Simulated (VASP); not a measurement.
Crystal: Bi2Te3 (Tellurobismuthite).

```xyz
5
Lattice="2.2666 1.3086 10.8774 -2.2666 1.3086 10.8774 0.0000 -2.6172 10.8774" Properties=species:S:1:pos:R:3 pbc="T T T"
Bi    0.0000    0.0000   12.9599
Bi    0.0000    0.0000   19.6722
Te    0.0000    0.0000    0.0000
Te    0.0000    0.0000    7.0397
Te    0.0000    0.0000   25.5924
```

The cell isn't the ideal one: a relaxed cell with its volume scaled by 1.06.

```yaml
Program: VASP 6.6.1
Task: relaxation of shape and atoms at fixed volume
Functional: PBE
Potentials_or_basis: VASP PAW PBE potentials, release 64 (Bi, Te)
Cutoff: 300 eV
k_mesh: 4 × 4 × 4
Occupations: gaussian, width 0.03 eV
Spin: no spin polarisation
```

At the start: pressure -2.3 GPa; volume 38.71 Å³/atom.

Where does the relaxation end?

Over 12 steps the energy falls by 14.5 meV/atom; space group R-3m (No. 166, to 0.05 Å).

Step by step:
```tsv
step	energy change (eV)	largest force (eV/Å)	pressure (GPa)
1	0.0000	0.3768	-2.28
2	-0.0125	0.2635	-2.07
3	-0.0204	0.1820	-1.75
4	-0.0205	0.2065	-1.71
5	-0.0284	0.1996	-1.59
6	-0.0481	0.1784	-1.22
7	-0.0680	0.1335	-0.42
8	-0.0687	0.1234	-0.24
9	-0.0708	0.1103	-0.27
10	-0.0721	0.0296	-0.26
11	-0.0721	0.0284	-0.18
12	-0.0723	0.0010	-0.22
```

Final structure:
```cif
data_structure
_symmetry_space_group_name_H-M 'P 1'
_symmetry_Int_Tables_number 1
_cell_length_a 11.6028
_cell_length_b 11.6028
_cell_length_c 11.6028
_cell_angle_alpha 22.084
_cell_angle_beta 22.084
_cell_angle_gamma 22.084
_cell_volume 193.57
loop_
_atom_site_label
_atom_site_type_symbol
_atom_site_fract_x
_atom_site_fract_y
_atom_site_fract_z
_atom_site_occupancy
Bi1 Bi 0.39373 0.39373 0.39373 1
Bi2 Bi 0.60627 0.60627 0.60627 1
Te1 Te 0.00000 0.00000 0.00000 1
Te2 Te 0.22237 0.22237 0.22237 1
Te3 Te 0.77763 0.77763 0.77763 1
```
